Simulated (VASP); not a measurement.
# AlB2Sb3 (I-4m2) in VASP: a series of runs, part 2 of 2

VASP 6.6.1.

## (3) Relaxation of cell and atoms, PBE

INCAR

```
  ALGO = Normal
  EDIFF = 1E-7
  EDIFFG = -0.005
  ENCUT = 520
  GGA = PE
  IBRION = 2
  ISIF = 3
  ISMEAR = 0
  KPAR = 4
  LASPH = True
  LCHARG = False
  LREAL = False
  LWAVE = False
  NELM = 120
  NSW = 60
  POTIM = 0.3
  PREC = Accurate
  SIGMA = 0.1
```

KPOINTS

```
k-points
0
Gamma
  10 10 10
```

POSCAR

```
AlB2Sb3                                 
1.0
   -1.9619134105      1.9619134105      8.5835519098
    1.9619134105     -1.9619134105      8.5835519098
    1.9619134105      1.9619134105     -8.5835519098
  Al              B               Sb            
     1     2     3
Direct
     0.0000000000000000    0.0000000000000000    1.0000000000000000
     0.6758412235342756    0.6758412235342756    0.0000000000000000
     0.3241587764657244    0.3241587764657244    1.0000000000000000
     0.1009423544158020    0.6009423544158020    0.5000000000000000
     0.3990576455841980    0.8990576455841980    0.5000000000000000
     0.7500000000000000    0.2500000000000000    0.5000000000000000
```

Potentials or basis: VASP PAW PBE potentials, release 64 (Al, B, Sb).

Launch:

```console
$ cat potpaw_PBE.64/Al/POTCAR potpaw_PBE.64/B/POTCAR potpaw_PBE.64/Sb/POTCAR > POTCAR
$ mpirun -np 4 vasp_std > vasp.out
```

OUTCAR:

```text
EDIFF = 1E-7
   EDIFFG = -0.005
   ENCUT = 520
   GGA = PE
   IBRION = 2
   ISIF = 3
   ISMEAR = 0
   LASPH = True
   LREAL = False
   NELM = 120
   NSW = 60
   POTIM = 0.3
   PREC = Accurate

 ion  position               nearest neighbor table
   1  0.000  0.000  0.000-   5 2.62   4 2.62   4 2.62   5 2.62
   2  0.676  0.676  0.000-   6 2.34   6 2.34   4 2.35   4 2.35
   3  0.324  0.324  0.000-   6 2.34   6 2.34   5 2.35   5 2.35
   4  0.101  0.601  0.500-   2 2.35   2 2.35   1 2.62   1 2.62   6 3.77   6 3.77   6 3.77   6 3.77

   5  0.399  0.899  0.500-   3 2.35   3 2.35   1 2.62   1 2.62   6 3.77   6 3.77   6 3.77   6 3.77

   6  0.750  0.250  0.500-   3 2.34   2 2.34   3 2.34   2 2.34   5 3.77   4 3.77   4 3.77   5 3.77
                             4 3.77   5 3.77   4 3.77   5 3.77

  LATTYP: Found a body centered tetragonal cell.
 ALAT       =     3.9238268210
 C/A-ratio  =     4.3750921238

  Lattice vectors:

 A1 = (  -1.9619134105,   1.9619134105,   8.5835519098)
 A2 = (   1.9619134105,  -1.9619134105,   8.5835519098)
 A3 = (   1.9619134105,   1.9619134105,  -8.5835519098)

Analysis of symmetry for initial positions (statically):
=====================================================================
 Subroutine PRICEL returns:
 Original cell was already a primitive cell.

 Routine SETGRP: Setting up the symmetry group for a
 body centered tetragonal supercell.

 Subroutine GETGRP returns: Found  8 space group operations
 (whereof  8 operations were pure point group operations)
 out of a pool of 16 trial point group operations.

The static configuration has the point symmetry D_2d.

Analysis of symmetry for dynamics (positions and initial velocities):
=====================================================================
 Subroutine PRICEL returns:
 Original cell was already a primitive cell.

[... 196 lines left out ...]
    total drift:                                0.000000     -0.000000     -0.000000

  FREE ENERGIE OF THE ION-ELECTRON SYSTEM (eV)
  ---------------------------------------------------
  free  energy   TOTEN  =       -27.5265517054 eV

  energy  without entropy=      -27.5264980438  energy(sigma->0) =      -27.52652487

--------------------------------------- Ionic step        2  -------------------------------------------

 number of electron      24.0000000 magnetization

 Free energy of the ion-electron system (eV)
  ---------------------------------------------------
  ext. energy  EPLUGINS =         0.00000000
  ---------------------------------------------------
  free energy    TOTEN  =       -27.52655655 eV

  energy without entropy =      -27.52650285  energy(sigma->0) =      -27.52652970

 E-fermi :   6.8208     XC(G=0):  -9.4292

 val. band max:        6.6822833028   @ k =   0.0000   0.0000   0.0000
 cond. band min:       6.9282373399   @ k =   0.0000   0.0000   0.0000
 fundamental gap:      0.2459540371
 Fermi energy:         6.8207690273

 k-point     1 :       0.0000    0.0000    0.0000
  band No.  band energies     occupation
      1      -6.2788      2.00000
      2      -4.6682      2.00000
      3      -3.9093      2.00000
      4       0.7983      2.00000
      5       1.2683      2.00000
      6       3.0805      2.00000
[... 433 lines left out ...]
      3      -3.1051      2.00000
      4      -0.8018      2.00000
      5      -0.1346      2.00000
      6       1.0217      2.00000
[... 8 lines left out ...]
     15       8.7947      0.00000
     16       9.5185      0.00000

 [... further k-points ...]

------------------------ aborting loop because EDIFF is reached ----------------------------------------

  FORCE on cell =-STRESS in cart. coord.  units (eV):
  Direction    XX          YY          ZZ          XY          YZ          ZX
  --------------------------------------------------------------------------------------
  -------------------------------------------------------------------------------------
  Total       -0.0037685     -0.0037685     -0.0028700      0.0000000      0.0000000      0.0000000
  in kB       -0.0456967     -0.0456967     -0.0348012      0.0000000      0.0000000      0.0000000
  external PRESSURE =      -0.0420649 kB  Pullay stress =       0.0000000 kB

 VOLUME and BASIS-vectors are now :
 -----------------------------------------------------------------------------
  energy-cutoff  :      520.00
  volume of cell :      132.13
      direct lattice vectors                 reciprocal lattice vectors
    -1.961772066  1.961772066  8.582901134     0.000000000  0.254871608  0.058255361
     1.961772066 -1.961772066  8.582901134     0.254871608  0.000000000  0.058255361
     1.961772066  1.961772066 -8.582901134     0.254871608  0.254871608  0.000000000

 POSITION                                       TOTAL-FORCE (eV/Angst)
 -----------------------------------------------------------------------------------
      0.00000      0.00000      0.00000        -0.000000      0.000000     -0.000000
      1.96177      1.96177      3.01827         0.000000     -0.000000     -0.004546
      1.96177      1.96177     -3.01827         0.000000     -0.000000      0.004546
      1.96177     -0.00000      1.73267        -0.000000      0.000000     -0.002445
      1.96177      0.00000      6.85023        -0.000000      0.000000      0.002445
     -0.00000      1.96177      4.29145        -0.000000      0.000000     -0.000000
 -----------------------------------------------------------------------------------
    total drift:                                0.000000     -0.000000      0.000000

  FREE ENERGIE OF THE ION-ELECTRON SYSTEM (eV)
  ---------------------------------------------------
  free  energy   TOTEN  =       -27.5265565491 eV

  energy  without entropy=      -27.5265028537  energy(sigma->0) =      -27.52652970

 reached required accuracy - stopping structural energy minimisation
```

Run time: 5.3 min. Hardware: 4 MPI ranks of Intel Xeon 6975P-C (Granite Rapids), shared host; peak memory 0.88 GiB.

What came out:

| Property | Result |
| --- | --- |
| Free energy | -27.5266 eV |
| Relaxed volume | 22.02 Å³/atom |
| Relaxed cell | a = 9.020 Å, b = 9.020 Å, c = 9.020 Å, α = 154.88°, β = 154.88°, γ = 35.83° |
| Space group after relaxing (to 0.05 Å) | I-4m2 (No. 119) |
| Energy gained by relaxing | 0.0 meV/atom |
| Ionic steps | 2 |
| Pressure after relaxing | 0.0 GPa |
| Largest force after relaxing | 0.005 eV/Å |
| Band gap on the k mesh | 0.25 eV, direct |

Forces on the atoms (eV/Å):
```
Al   0.000  0.000  0.000
B    0.000  0.000 -0.005
B    0.000  0.000  0.005
Sb   0.000  0.000 -0.002
Sb   0.000  0.000  0.002
Sb   0.000  0.000  0.000
```

Final structure:
```
Al B Sb
1.0
    -1.96177    1.96177    8.58290
     1.96177   -1.96177    8.58290
     1.96177    1.96177   -8.58290
Al B Sb
1 2 3
Direct
  0.00000 0.00000 0.00000
  0.67583 0.67583 0.00000
  0.32417 0.32417 0.00000
  0.10094 0.60094 0.50000
  0.39906 0.89906 0.50000
  0.75000 0.25000 0.50000
```

Levels at points of the mesh, in eV from the valence-band top:
```csv
k point,band 9,band 10,band 11,band 12,band 13,band 14,band 15,band 16
"(0.00, 0.00, 0.00)",-2.50,-0.56,0.00,0.00,0.25,0.41,1.13,1.55
"(0.50, 0.00, 0.00)",-2.38,-2.28,-1.84,-0.59,0.51,1.46,2.54,2.64
"(0.50, 0.50, 0.00)",-4.18,-4.01,-3.43,-3.38,0.45,0.69,1.92,1.98
"(0.50, 0.50, 0.50)",-2.14,-2.14,-0.64,-0.64,0.39,0.53,1.24,1.48
```

Caveat: spin-orbit coupling is left out, which moves the levels of the heavy elements. A k mesh can miss the band edges.
